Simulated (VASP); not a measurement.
# CdS (Greenockite): the band gap, functional by functional

How does the band gap of CdS (Greenockite) depend on the functional? The starting structure is a measured crystal structure from the Crystallography Open Database. Cell and atoms stay as given. Meshes and data sets differ where the inputs say so.

Method: Kohn-Sham DFT with plane waves and PAW; 9 levels of theory, named at each step, in VASP 6.6.1.

The database entry behind the starting cell differs from later determinations by our own check (about 0.35 % long), so it need not match the best structure at ambient conditions.

**1. The structure**

Symmetry: P6_3mc, No. 186, hexagonal system. The conventional cell has a = 4.150 Å, b = 4.150 Å, c = 6.737 Å, α = 90.00°, β = 90.00°, γ = 120.00°. Nearest to Cd lie 4 S at 2.53 to 2.54 Å. Nearest to S lie 4 Cd at 2.53 to 2.54 Å. Farther neighbours and most contacts between anions are not listed.

Coordinates:

```cif
data_structure
_symmetry_space_group_name_H-M 'P 1'
_symmetry_Int_Tables_number 1
_cell_length_a 4.1500
_cell_length_b 4.1500
_cell_length_c 6.7370
_cell_angle_alpha 90.000
_cell_angle_beta 90.000
_cell_angle_gamma 120.000
_cell_volume 100.48
loop_
_atom_site_label
_atom_site_type_symbol
_atom_site_fract_x
_atom_site_fract_y
_atom_site_fract_z
_atom_site_occupancy
Cd1 Cd 0.66667 0.33333 0.50000 1
Cd2 Cd 0.33333 0.66667 0.00000 1
S3 S 0.66667 0.33333 0.87500 1
S4 S 0.33333 0.66667 0.37500 1
```

**2. Bands with LDA**

LDA, the lowest rung, knows the local density alone.

File INCAR:

```
SYSTEM = CdS
PREC = Accurate
ENCUT = 350
EDIFF = 1E-06
NELM = 100
ISMEAR = 0
SIGMA = 0.03
LREAL = .FALSE.
ALGO = Normal
GGA = CA
NBANDS = 32
LORBIT = 11
LWAVE = .FALSE.
LCHARG = .FALSE.
KPAR = 4
```

File POSCAR:

```
CdS
1.0
    4.1500000000      0.0000000000      0.0000000000
   -2.0750000000      3.5940054257      0.0000000000
    0.0000000000      0.0000000000      6.7370000000
Cd S
2 2
Direct
    0.6666666667      0.3333333333      0.5000000000
    0.3333333333      0.6666666667      0.0000000000
    0.6666666667      0.3333333333      0.8750000000
    0.3333333333      0.6666666667      0.3750000000
```

File KPOINTS:

```
Automatic mesh
0
Gamma
6 6 4
0 0 0
```

File KPOINTS_OPT:

```
Line mode
10
Line-mode
Reciprocal
  0.00000000   0.00000000   0.00000000 GAMMA
  0.50000000   0.00000000   0.00000000 M

  0.50000000   0.00000000   0.00000000 M
  0.33333333   0.33333333   0.00000000 K

  0.33333333   0.33333333   0.00000000 K
  0.00000000   0.00000000   0.00000000 GAMMA

  0.00000000   0.00000000   0.00000000 GAMMA
  0.00000000   0.00000000   0.50000000 A

  0.00000000   0.00000000   0.50000000 A
  0.50000000   0.00000000   0.50000000 L

  0.50000000   0.00000000   0.50000000 L
  0.33333333   0.33333333   0.50000000 H

  0.33333333   0.33333333   0.50000000 H
  0.00000000   0.00000000   0.50000000 A

  0.50000000   0.00000000   0.50000000 L
  0.50000000   0.00000000   0.00000000 M

  0.33333333   0.33333333   0.00000000 K
  0.33333333   0.33333333   0.50000000 H
```

The projector-augmented-wave data sets are Cd and S (LDA family, release 64).

Run with:

```bash
> mpirun -np 4 vasp_std
```

Log:

```text
[banner, memory and clock lines left out]
running    4 mpi-ranks, on    1 nodes
 distrk:  each k-point on    1 cores,    4 groups
 distr:  one band on    1 cores,    1 groups

 POSCAR found type information on POSCAR CdS
 POSCAR found :  2 types and       4 ions
 LDA part: xc-table for (Slater(with rela. corr.)+CA(PZ))
 , standard interpolation
 POSCAR, INCAR and KPOINTS ok, starting setup
 FFT: planning ... GRIDC
 FFT: planning ... GRID_SOFT
 FFT: planning ... GRID
 WAVECAR not read
 entering main loop
       N       E                     dE             d eps       ncg     rms          rms(c)
DAV:   1     0.198540330365E+03    0.19854E+03   -0.13660E+04  1360   0.755E+02
DAV:   2    -0.605239705437E+01   -0.20459E+03   -0.19565E+03  1568   0.240E+02
DAV:   3    -0.157316050161E+02   -0.96792E+01   -0.96314E+01  1632   0.540E+01
DAV:   4    -0.158053563132E+02   -0.73751E-01   -0.73739E-01  1520   0.460E+00
DAV:   5    -0.158064148140E+02   -0.10585E-02   -0.10585E-02  1648   0.521E-01    0.113E+01
DAV:   6    -0.148277925434E+02    0.97862E+00   -0.12867E+00  1872   0.113E+01    0.893E+00
DAV:   7    -0.147835104088E+02    0.44282E-01   -0.47754E-01  1640   0.331E+00    0.357E+00
DAV:   8    -0.147723049427E+02    0.11205E-01   -0.56521E-02  1520   0.194E+00    0.414E-01
DAV:   9    -0.147712021951E+02    0.11027E-02   -0.74157E-03  1592   0.951E-01    0.959E-02
DAV:  10    -0.147711022063E+02    0.99989E-04   -0.52850E-04  1536   0.230E-01    0.776E-02
DAV:  11    -0.147711476173E+02   -0.45411E-04   -0.22541E-04  1584   0.951E-02    0.281E-02
DAV:  12    -0.147711218061E+02    0.25811E-04   -0.71987E-05  1592   0.791E-02    0.141E-02
DAV:  13    -0.147711233405E+02   -0.15344E-05   -0.14109E-05  1568   0.152E-02    0.140E-02
DAV:  14    -0.147711228291E+02    0.51132E-06   -0.73183E-07   816   0.499E-03
   1 F= -.14771123E+02 E0= -.14771123E+02  d E =-.373182E-21
 Start KPOINTS_OPT (optional k-point list driver)
k-point batch [1-21\90]
       N       E                     dE             ncg
DAV:   1     0.509090298589E+03   -0.13646E+05     1368
DAV:   2    -0.365025404982E+04   -0.41593E+04     1552
DAV:   3    -0.383746070500E+04   -0.18721E+03     1624
DAV:   4    -0.383883932928E+04   -0.13786E+01     1504
DAV:   5    -0.383885835741E+04   -0.19028E-01     1688
DAV:   6    -0.383885871007E+04   -0.35266E-03     1528
DAV:   7    -0.383885871801E+04   -0.79376E-05     1704
DAV:   8    -0.383885871818E+04   -0.17125E-06     1096
[...]
k-point batch [85-90\90]
       N       E                     dE             ncg
DAV:   1     0.130640606900E+05   -0.57370E+04      384
DAV:   2     0.119128969007E+05   -0.11512E+04      432
DAV:   3     0.118640004229E+05   -0.48896E+02      464
DAV:   4     0.118636661270E+05   -0.33430E+00      456
DAV:   5     0.118636616338E+05   -0.44932E-02      472
DAV:   6     0.118636615513E+05   -0.82460E-04      440
DAV:   7     0.118636615496E+05   -0.17239E-05      464
DAV:   8     0.118636615496E+05   -0.32747E-07      376
```

Run time: 35 s. Hardware: 4 MPI ranks of AMD EPYC 7R43, shared host; peak memory 0.63 GiB.

Lines that name or quote the potential files are left out of all logs, and their timing lines are given in words.

OUTCAR, selected parts (step 2):

```text
ion  position               nearest neighbor table
   1  0.667  0.333  0.500-   3 2.53   4 2.54   4 2.54   4 2.54
   2  0.333  0.667  0.000-   4 2.53   3 2.54   3 2.54   3 2.54
   3  0.667  0.333  0.875-   1 2.53   2 2.54   2 2.54   2 2.54
   4  0.333  0.667  0.375-   2 2.53   1 2.54   1 2.54   1 2.54

  LATTYP: Found a hexagonal cell.
 ALAT       =     4.1500000000
 C/A-ratio  =     1.6233734940

 Subroutine GETGRP returns: Found 12 space group operations
 (whereof  6 operations were pure point group operations)

The static configuration has the point symmetry C_3v.
 The point group associated with its full space group is C_6v.

 Found     21 irreducible k-points:

   k-points           NKPTS =     21   k-points in BZ     NKDIM =     21   number of bands    NBANDS=     32

   dimension x,y,z NGX =    28 NGY =   28 NGZ =   42
   dimension x,y,z NGXF=    56 NGYF=   56 NGZF=   84

   ENCUT  =  350.0 eV  25.72 Ry    5.07 a.u.   6.33  6.33 10.28*2*pi/ulx,y,z

   NELECT =      36.0000    total number of electrons

 k-points in reciprocal lattice and weights: Automatic mesh
   0.00000000  0.00000000  0.00000000       0.007
   0.16666667 -0.00000000  0.00000000       0.042
   0.33333333  0.00000000  0.00000000       0.042
   0.50000000 -0.00000000  0.00000000       0.021
   0.16666667  0.16666667  0.00000000       0.042
   0.33333333  0.16666667  0.00000000       0.083
   0.33333333  0.33333333  0.00000000       0.014
   0.00000000  0.00000000  0.25000000       0.014
   0.16666667 -0.00000000  0.25000000       0.083
[...]
0.33333333  0.16666667  0.50000000       0.083
   0.33333333  0.33333333  0.50000000       0.014

 average (electrostatic) potential at core
       1 -40.1826       2 -40.1826       3 -89.9179       4 -89.9179

 E-fermi :   1.2130

 k-point     1 :       0.0000    0.0000    0.0000
  band No.  band energies     occupation
    ...
     14       0.2446      2.00000
     15       0.2446      2.00000
     16       0.9747      2.00000
     17       1.0210      2.00000
     18       1.0210      2.00000
     19       1.9542      0.00000
     20       3.5774      0.00000
     21       7.3013      0.00000
     22       7.3013      0.00000
     23       7.6415      0.00000
    ...

 k-point     2 :       0.1667   -0.0000    0.0000
  band No.  band energies     occupation
    ...
     14      -0.7486      2.00000
     15      -0.2391      2.00000
     16      -0.0742      2.00000
     17       0.7675      2.00000
     18       0.8345      2.00000
     19       3.1570      0.00000
     20       4.4629      0.00000
     21       6.5661      0.00000
     22       7.6505      0.00000
     23       7.6639      0.00000
    ...

 k-point     3 :       0.3333    0.0000    0.0000
  band No.  band energies     occupation
    ...
     14      -1.9929      2.00000
     15      -1.5584      2.00000
     16      -0.6243      2.00000
     17       0.1738      2.00000
     18       0.4596      2.00000
     19       4.2395      0.00000
     20       4.8062      0.00000
     21       6.1858      0.00000
     22       7.0269      0.00000
     23       7.9115      0.00000
    ...

  Total       -2.0424687     -2.0424687     -1.6725653      0.0000000      0.0000000      0.0000000
  in kB      -32.5666142    -32.5666142    -26.6686045      0.0000000      0.0000000      0.0000000
  external PRESSURE =     -30.6006110 kB  Pullay stress =       0.0000000 kB

  energy-cutoff  :      350.00
  volume of cell :      100.48
      direct lattice vectors                 reciprocal lattice vectors
     4.150000000  0.000000000  0.000000000     0.240963855  0.139120547  0.000000000
    -2.075000000  3.594005426  0.000000000     0.000000000  0.278241094  0.000000000
     0.000000000  0.000000000  6.737000000     0.000000000  0.000000000  0.148434021

 POSITION                                       TOTAL-FORCE (eV/Angst)
 -----------------------------------------------------------------------------------
      2.07500      1.19800      3.36850         0.000000      0.000000     -0.062665
     -0.00000      2.39600      0.00000        -0.000000      0.000000     -0.062665
      2.07500      1.19800      5.89487        -0.000000      0.000000      0.062665
     -0.00000      2.39600      2.52637         0.000000     -0.000000      0.062665
 -----------------------------------------------------------------------------------
    total drift:                               -0.000000      0.000000     -0.000677

  FREE ENERGIE OF THE ION-ELECTRON SYSTEM (eV)
  ---------------------------------------------------
  free  energy   TOTEN  =       -14.7711228291 eV

  energy  without entropy=      -14.7711228291  energy(sigma->0) =      -14.77112283

 total charge
# of ion       s       p       d       tot
------------------------------------------
    1        0.438   0.326   9.536  10.301
    2        0.438   0.326   9.536  10.301
    3        1.324   2.369   0.000   3.692
    4        1.324   2.369   0.000   3.692
--------------------------------------------------
tot          3.524   5.389  19.073  27.986

[... 3 further parts left out ...]
```

Spin-orbit coupling is off here; it would split degenerate levels. At this level the cell is under a tension of 3.1 GPa, so at these settings it is away from equilibrium.

LDA gives a direct gap of 0.933 eV.

**3. Bands with PBE**

PBE, the usual starting point, adds the gradient of the density.

Edit INCAR of step 2 so:

```diff
@@ -9,3 +9,3 @@
 ALGO = Normal
-GGA = CA
+GGA = PE
 NBANDS = 32
```

POSCAR is that of step 2.

KPOINTS is that of step 2.

KPOINTS_OPT is that of step 2.

Potentials, in the order of the species: Cd and S (PBE family, release 64).

Run with:

```bash
> mpirun -np 4 vasp_std
```

Log:

```text
[banner, memory and clock lines left out]
running    4 mpi-ranks, on    1 nodes
[...]
LDA part: xc-table for (Slater+PW92), standard interpolation
 POSCAR, INCAR and KPOINTS ok, starting setup
[...]
entering main loop
       N       E                     dE             d eps       ncg     rms          rms(c)
DAV:   1     0.198515203146E+03    0.19852E+03   -0.13731E+04  1360   0.755E+02
DAV:   2    -0.380842925381E+01   -0.20232E+03   -0.19379E+03  1584   0.239E+02
DAV:   3    -0.132768989863E+02   -0.94685E+01   -0.94233E+01  1624   0.532E+01
DAV:   4    -0.133494528073E+02   -0.72554E-01   -0.72541E-01  1528   0.453E+00
[...]
DAV:  13    -0.122548071953E+02   -0.64664E-05   -0.29671E-05  1464   0.208E-02    0.396E-02
DAV:  14    -0.122548049101E+02    0.22852E-05   -0.32372E-06  1552   0.702E-03    0.116E-02
DAV:  15    -0.122548048319E+02    0.78191E-07   -0.15444E-07   944   0.182E-03
   1 F= -.12254805E+02 E0= -.12254805E+02  d E =-.114132E-12
 Start KPOINTS_OPT (optional k-point list driver)
k-point batch [1-21\90]
       N       E                     dE             ncg
DAV:   1     0.627265827509E+03   -0.13528E+05     1368
DAV:   2    -0.348079640972E+04   -0.41081E+04     1568
DAV:   3    -0.366317108844E+04   -0.18237E+03     1624
DAV:   4    -0.366453205255E+04   -0.13610E+01     1504
DAV:   5    -0.366455134647E+04   -0.19294E-01     1688
DAV:   6    -0.366455171159E+04   -0.36513E-03     1504
DAV:   7    -0.366455171992E+04   -0.83312E-05     1688
DAV:   8    -0.366455172010E+04   -0.17455E-06     1096
[...]
k-point batch [85-90\90]
       N       E                     dE             ncg
DAV:   1     0.130980361099E+05   -0.57030E+04      384
DAV:   2     0.119619379099E+05   -0.11361E+04      432
DAV:   3     0.119143141030E+05   -0.47624E+02      464
DAV:   4     0.119139816762E+05   -0.33243E+00      456
DAV:   5     0.119139770979E+05   -0.45784E-02      472
DAV:   6     0.119139770122E+05   -0.85666E-04      440
DAV:   7     0.119139770104E+05   -0.18249E-05      464
DAV:   8     0.119139770103E+05   -0.35732E-07      368
```

Elapsed: 37 s, on 4 MPI ranks; peak memory 0.72 GiB.

From OUTCAR (step 3):

```text
  Total        1.1374596      1.1374596      1.5452634      0.0000000      0.0000000      0.0000000
  in kB       18.1364878     18.1364878     24.6388103      0.0000000      0.0000000      0.0000000
  external PRESSURE =      20.3039286 kB  Pullay stress =       0.0000000 kB

 POSITION                                       TOTAL-FORCE (eV/Angst)
 -----------------------------------------------------------------------------------
      2.07500      1.19800      3.36850         0.000000      0.000000     -0.068654
     -0.00000      2.39600      0.00000        -0.000000     -0.000000     -0.068654
      2.07500      1.19800      5.89487        -0.000000      0.000000      0.068654
     -0.00000      2.39600      2.52637         0.000000     -0.000000      0.068654
 -----------------------------------------------------------------------------------
    total drift:                               -0.000000      0.000000     -0.000602

  FREE ENERGIE OF THE ION-ELECTRON SYSTEM (eV)
  ---------------------------------------------------
  free  energy   TOTEN  =       -12.2548048319 eV

  energy  without entropy=      -12.2548048319  energy(sigma->0) =      -12.25480483

[... 2 parts as in an earlier step ...]

[... 1 further part left out ...]
[key lines of the parts left out:]
E-fermi :   1.3487
```

PBE gives a direct gap of 1.193 eV. The least gap is +0.260 eV from that of LDA.

**4. Bands with r2SCAN**

r2SCAN adds the kinetic-energy density, costs more than a GGA and is run with LASPH.

Edit INCAR of step 3 so:

```diff
@@ -9,3 +9,4 @@
 ALGO = Normal
-GGA = PE
+METAGGA = R2SCAN
+LASPH = .TRUE.
 NBANDS = 32
```

POSCAR is that of step 3.

KPOINTS is that of step 3.

KPOINTS_OPT is that of step 3.

Run with:

```bash
> mpirun -np 4 vasp_std
```

Log:

```text
[banner, memory and clock lines left out]
running    4 mpi-ranks, on    1 nodes
[...]
|                                                                             |
|               ----> ADVICE to this user running VASP <----                  |
|                                                                             |
|     You enforced a specific xc type in the INCAR file but a different       |
|     [... a line on the potential file left out ...]
|     I HOPE YOU KNOW WHAT YOU ARE DOING!                                     |
|                                                                             |

 LDA part: xc-table for (None), standard interpolation
 POSCAR, INCAR and KPOINTS ok, starting setup
[...]
entering main loop
       N       E                     dE             d eps       ncg     rms          rms(c)
DAV:   1     0.146722424735E+03    0.14672E+03   -0.13953E+04  1360   0.771E+02
DAV:   2    -0.599778887281E+02   -0.20670E+03   -0.19777E+03  1576   0.242E+02
[...]
DAV:  13    -0.593672431260E+02   -0.13111E-04   -0.41730E-05  1408   0.343E-02    0.131E-02
DAV:  14    -0.593672434634E+02   -0.33739E-06   -0.46134E-06  1656   0.222E-02
   1 F= -.59367243E+02 E0= -.59367243E+02  d E =-.272829E-20
 Start KPOINTS_OPT (optional k-point list driver)
k-point batch [1-21\90]
       N       E                     dE             ncg
DAV:   1     0.409747844002E+03   -0.13746E+05     1368
DAV:   2    -0.381616306736E+04   -0.42259E+04     1560
DAV:   3    -0.400152787134E+04   -0.18536E+03     1616
DAV:   4    -0.400282964205E+04   -0.13018E+01     1512
DAV:   5    -0.400284727144E+04   -0.17629E-01     1680
DAV:   6    -0.400284759236E+04   -0.32092E-03     1536
DAV:   7    -0.400284759952E+04   -0.71670E-05     1584
DAV:   8    -0.400284759972E+04   -0.19538E-06     1136
[...]
k-point batch [85-90\90]
       N       E                     dE             ncg
DAV:   1     0.130331383169E+05   -0.57679E+04      384
DAV:   2     0.118656299606E+05   -0.11675E+04      432
DAV:   3     0.118172265928E+05   -0.48403E+02      464
DAV:   4     0.118169073014E+05   -0.31929E+00      456
DAV:   5     0.118169031192E+05   -0.41822E-02      472
DAV:   6     0.118169030459E+05   -0.73301E-04      448
DAV:   7     0.118169030444E+05   -0.14476E-05      432
DAV:   8     0.118169030444E+05   -0.47114E-07      336
```

Elapsed: 2.4 min, on 4 MPI ranks; peak memory 0.74 GiB; 9.6 min of CPU time.

OUTCAR, selected parts (step 4):

```text
  Total        0.2555739      0.2555739      0.6392121      0.0000000      0.0000000      0.0000000
  in kB        4.0750577      4.0750577     10.1920646      0.0000000      0.0000000      0.0000000
  external PRESSURE =       6.1140600 kB  Pullay stress =       0.0000000 kB

 POSITION                                       TOTAL-FORCE (eV/Angst)
 -----------------------------------------------------------------------------------
      2.07500      1.19800      3.36850         0.000000      0.000000     -0.071344
     -0.00000      2.39600      0.00000         0.000000     -0.000000     -0.071344
      2.07500      1.19800      5.89487        -0.000000      0.000000      0.071344
     -0.00000      2.39600      2.52637        -0.000000     -0.000000      0.071344
 -----------------------------------------------------------------------------------
    total drift:                                0.000000      0.000000      0.010503

  FREE ENERGIE OF THE ION-ELECTRON SYSTEM (eV)
  ---------------------------------------------------
  free  energy   TOTEN  =       -59.3672434634 eV

  energy  without entropy=      -59.3672434634  energy(sigma->0) =      -59.36724346

[... 2 parts as in an earlier step ...]

[... 1 further part left out ...]
[key lines of the parts left out:]
E-fermi :   1.1300
```

r2SCAN gives a direct gap of 1.647 eV. The least gap is +0.714 eV from that of LDA.

[end of part 1 of 3]

[Lines on the potential files, build, host, timing and source positions are cut from VASP's logs without a mark.]

[Logs are printed without paths, hosts, clocks, repeated set-up lines and the standing remarks that a program may print on its own settings, such as how far it seeks lower states.]

[Hosts, paths, dates, database ids (printed as entryN), source tags and the programs' standing remarks are cut or masked in the printed files.]
